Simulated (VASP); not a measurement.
The system is CdTe.

```
Cd Te
1.0
     0.00000    3.20500    3.20500
     3.20500    0.00000    3.20500
     3.20500    3.20500    0.00000
Cd Te
1 1
Direct
  0.00000 0.00000 0.00000
  0.25000 0.25000 0.25000
```

```yaml
Program: VASP 6.6.1
Task: relaxation of cell and atoms
Functional: r2SCAN
Potentials_or_basis: VASP PAW PBE potentials, release 64 (Cd, Te)
Cutoff: 520 eV
k_mesh: 8 × 8 × 8
Occupations: gaussian, width 0.02 eV
Spin: no spin polarisation
```

At the start: pressure 3.4 GPa; volume 32.92 Å³/atom.

Task: How do energy, volume and symmetry change on relaxing?

Result: Over 6 steps the energy falls by 23.7 meV/atom and the volume is 35.33 Å³/atom (+7.3 %); space group F-43m (No. 216, to 0.05 Å).

The path:
```tsv
step	energy change (eV)	largest force (eV/Å)	pressure (GPa)	volume (Å³)
1	0.0000	0.0000	3.36	65.84
2	-0.0406	0.0000	-1.05	72.65
3	-0.0473	0.0000	0.01	70.65
4	-0.0473	0.0000	-0.04	70.75
5	-0.0473	0.0000	0.01	70.65
6	-0.0473	0.0000	0.00	70.67
```

Final structure:
```yaml
crystal:
  lattice:
    - [0.00000, 3.28140, 3.28140]
    - [3.28140, 0.00000, 3.28140]
    - [3.28140, 3.28140, 0.00000]
  atoms:
    - { symbol: Cd, position: [0.00000, 0.00000, 0.00000] }
    - { symbol: Te, position: [0.25000, 0.25000, 0.25000] }
```

Caveat: the PAW data sets were made with another functional, which shifts forces and pressure a little.
